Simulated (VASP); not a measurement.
Data:

```
CELL_PARAMETERS angstrom
      0.00000     2.72365     2.72365
      2.72365     0.00000     2.72365
      2.72365     2.72365     0.00000
ATOMIC_POSITIONS crystal
  Zn 0.00000 0.00000 0.00000
  S  0.25000 0.25000 0.25000
```

These are PBE GGA, VASP's PBE PAW potentials (set 64) (plane waves; VASP) values and carry that method's errors. Settings: 520 eV cut-off, 8×8×8 Γ-centred mesh, Gaussian smearing of 0.050 eV, potentials Zn S.

Question: What does the run give for the energy per atom (σ→0), band gap (on the k-mesh) with the smallest direct gap where there is one?

Answer: 
```yaml
band gap (on the k-mesh): 2.01 eV
smallest direct gap (on the k-mesh): 2.01 eV
energy per atom (σ→0): -3.426 eV/atom
```

Total energies compare only between runs with the same potentials, cut-off and functional.

The compound is ZnS in the zinc blende structure. It was relaxed first.
